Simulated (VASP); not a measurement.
Energy against volume of MgF2 (rutile). Calculation: optB88-vdW, VASP's PBE PAW potentials (set 64) (plane waves; VASP 6.6.1). Numerical set-up: 520 eV cut-off, 5×5×7 Γ-centred mesh, Gaussian smearing of 0.050 eV, potentials Mg F.

Shape and ions are relaxed at each volume.

```tsv
V (Å³/atom)	E (eV/atom)
10.668	-3.63501
10.998	-3.63903
11.328	-3.63677
11.658	-3.62911
```

Fit these four points and predict the energy of the run at 10.338 Å³/atom.

A cubic in V^(−2/3), the third-order Birch-Murnaghan form, passes through the four points with V0 = 11.04 Å³/atom and B0 = 100 GPa, and gives -3.6237 eV/atom there. The run gave -3.6236 eV/atom, +0.1 meV/atom from the fit; all five points give B0 = 100 GPa.

The compound is MgF2 in the rutile structure. It was relaxed first.
